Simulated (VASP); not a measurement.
H2SO2: single point with PBE+D3(BJ)

The system is H2SO2.

```
S O H
1.0
     7.76394    0.00000    0.00000
     0.00000    7.76394    0.00000
     0.00000    0.00000    7.76394
S O H
5 10 10
Direct
  0.07186 0.90555 0.30888
  0.52185 0.64539 0.42388
  0.85408 0.94577 0.82535
  0.00808 0.43433 0.50911
  0.32529 0.67637 0.93304
  0.26007 0.90430 0.29888
  0.00161 0.82266 0.45437
  0.53707 0.68692 0.23909
  0.62707 0.51297 0.49553
  0.88985 0.11776 0.77322
  0.70136 0.86746 0.76058
  0.16778 0.47540 0.57694
  0.97713 0.26296 0.44204
  0.28683 0.85046 0.88187
  0.19138 0.60155 0.04196
  0.37777 0.15430 0.66182
  0.41585 0.18881 0.58191
  0.88265 0.55250 0.07145
  0.81233 0.61116 0.04834
  0.68904 0.32207 0.86710
  0.64126 0.34655 0.94933
  0.61578 0.08053 0.26636
  0.52378 0.05447 0.29180
  0.37547 0.30295 0.06445
  0.37656 0.32536 0.15774
```

The cell was built by a generator and needn't be a form met in nature.

```yaml
Program: VASP 6.6.1
Task: single point
Functional: PBE
Dispersion: D3(BJ)
Potentials_or_basis: VASP PAW PBE potentials, release 64 (S, O, H)
Cutoff: 520 eV
k_mesh: 1 × 1 × 1
Occupations: fermi-dirac, width 0.05 eV
Spin: no spin polarisation
Dipole_correction: no
Further_INCAR_settings: LREAL = Auto; ALGO = Fast; EDIFF = 1e-06; NBANDS = 68
```

The pressure is 1.7 GPa and the largest force is 4.477 eV/Å. The band gap on the k mesh is 3.24 eV, direct. The dispersion energy per atom is -0.053 eV.

Forces on the atoms (eV/Å):
```
S    2.069  1.158 -1.882
S   -0.892  1.491 -1.415
S    0.835 -0.671  0.794
S   -4.063 -0.915 -1.642
S   -0.921 -0.243  0.584
O   -0.952  0.315 -0.092
O   -1.425 -1.154  2.075
O    0.247 -0.592  1.125
O    0.793 -1.027  0.354
O    0.493  1.370 -0.298
O   -1.263 -0.846 -0.474
O    4.027  0.910  1.660
O    0.177 -0.088 -0.179
O    0.354  0.666 -0.542
O    0.489 -0.298 -0.160
H   -0.167 -0.202  0.371
H    0.196  0.149 -0.349
H    0.442 -0.311  0.104
H   -0.474  0.327 -0.076
H   -0.264  0.128  0.335
H    0.175 -0.076 -0.338
H   -0.474 -0.094  0.190
H    0.603  0.161 -0.186
H   -0.013 -0.114 -0.074
H    0.006 -0.042  0.114
```

Stress tensor (GPa, compression positive):
```
 2.44  0.57  0.65
 0.57  2.01 -0.69
 0.65 -0.69  0.54
```

Levels at points of the mesh, in eV from the valence-band top:
| k point | band 48 | band 49 | band 50 | band 51 | band 52 | band 53 |
| --- | --- | --- | --- | --- | --- | --- |
| (0.00, 0.00, 0.00) | -0.17 | -0.07 | 0.00 | 3.24 | 3.35 | 3.44 |

It took 36 s on 1 thread of Intel(R) Xeon(R) 6975P-C (Granite Rapids) (shared host), peak memory 0.49 GiB.

Expect the measured gap to be larger: semilocal functionals such as PBE lack the derivative discontinuity.
